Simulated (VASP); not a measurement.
VASP ran on this input.

**KPOINTS**
```
Automatic mesh
0
Gamma
3 3 5
0 0 0
```

INCAR:
```
! general
SYSTEM  = Cs2PdCl4
PREC    = Accurate
ENCUT   = 300
LREAL   = .FALSE.
LASPH   = .TRUE.   ! aspherical one-centre terms

! electronic loop
EDIFF   = 1E-6
NELM    = 100
ALGO    = Normal
LMAXMIX = 4

! smearing
ISMEAR  = 0
SIGMA   = 0.05   ! width (eV)

! functional
GGA     = PS   ! PBEsol

! ions
ISIF    = 2

! output
LWAVE   = .FALSE.
LCHARG  = .FALSE.
```

### POSCAR
```
Cs2PdCl4
1
    7.2578430000     0.0000000000     0.0000000000
    0.0000000000     7.2578430000     0.0000000000
    0.0000000000     0.0000000000     4.5795330000
Cs Pd Cl
2 1 4
Direct
  0.0000000000   0.5000000000   0.5000000000
  0.5000000000   0.0000000000   0.5000000000
  0.0000000000   0.0000000000   0.0000000000
  0.2210000000   0.2210000000   0.0000000000
  0.7790000000   0.2210000000   0.0000000000
  0.7790000000   0.7790000000   0.0000000000
  0.2210000000   0.7790000000   0.0000000000
```

POTCAR, in this order: Cs_sv Pd Cl (PBE.64 set). Program: vasp_std.

Question: Translate this PBEsol calculation to Ansatz.

Answer: One equivalent input (not run):
Ansatz 0.2 input:
```yaml
crystal:
  lattice:
    - [7.2578430, 0.0000000, 0.0000000]
    - [0.0000000, 7.2578430, 0.0000000]
    - [0.0000000, 0.0000000, 4.5795330]
  atoms:
    - { symbol: Cs, position: [0.0000000, 0.5000000, 0.5000000] }
    - { symbol: Cs, position: [0.5000000, 0.0000000, 0.5000000] }
    - { symbol: Pd, position: [0.0000000, 0.0000000, 0.0000000] }
    - { symbol: Cl, position: [0.2210000, 0.2210000, 0.0000000] }
    - { symbol: Cl, position: [0.7790000, 0.2210000, 0.0000000] }
    - { symbol: Cl, position: [0.7790000, 0.7790000, 0.0000000] }
    - { symbol: Cl, position: [0.2210000, 0.7790000, 0.0000000] }
kpoints:
  mp_grid: { grid: [3, 3, 5] }
hamiltonian:
  xc: pbesol
  pseudopotentials: { kind: paw }
scf:
  occupations: { method: gaussian, width: 0.05 }
  max_iter: 100
output: { forces: true, stress: true, eigenvalues: true }
```
What does not carry over: each code has its own PAW files, so the cut-off isn't converted (ENCUT is set for VASP's; basis.ecutwfc is left out, and Ansatz then takes the one that its files recommend); Ansatz stops its SCF on the density residual and VASP on the energy change (EDIFF).

The structure comes from a measured Cs2PdCl4 entry of the Crystallography Open Database, whose conditions weren't checked. The cell was not relaxed at this level.
